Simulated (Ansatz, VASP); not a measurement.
**Two plane-wave programs on B5Ru**

```
CELL_PARAMETERS angstrom
4.43499 0.00000 0.00000
0.00000 1.67574 3.19154
0.00000 -1.67574 3.19154
ATOMIC_POSITIONS crystal
B 0.16952 0.83971 0.36608
B 0.83048 0.36608 0.83971
B 0.16952 0.36608 0.83971
B 0.83048 0.83971 0.36608
B 0.00000 0.31574 0.31574
Ru 0.50000 0.96403 0.96403
```

Alike in both runs: task single point; functional PBE; k mesh 4 × 6 × 6; occupations gaussian, width 0.1 eV; no spin polarisation.

|  | VASP | Ansatz |
| --- | --- | --- |
| version | VASP 6.6.1 | Ansatz 0.2.0 |
| potentials or method | VASP PAW PBE potentials, release 64 (B, Ru_pv) | scalar-relativistic, plane waves, PAW |
| plane-wave cutoff (eV) | 520 | 420 |
| valence electrons in the cell | 29 | 31 |

|  | VASP | Ansatz | Ansatz less VASP |
| --- | --- | --- | --- |
| gap on the k mesh at the Fermi level (eV) | none | none | - |
| rms of the force components (eV/Å) | 2.759 | 2.747 | -0.0117 |

Atom by atom the forces differ by 0.016 eV/Å (rms over components). A gap of «none» marks a metal or a gap that the smearing closes. The two sets of potentials don't hold the same shells in valence.

Caveats: forces of over 1 eV/Å show positions far from the minimum, so gaps and moduli don't describe the material at rest.
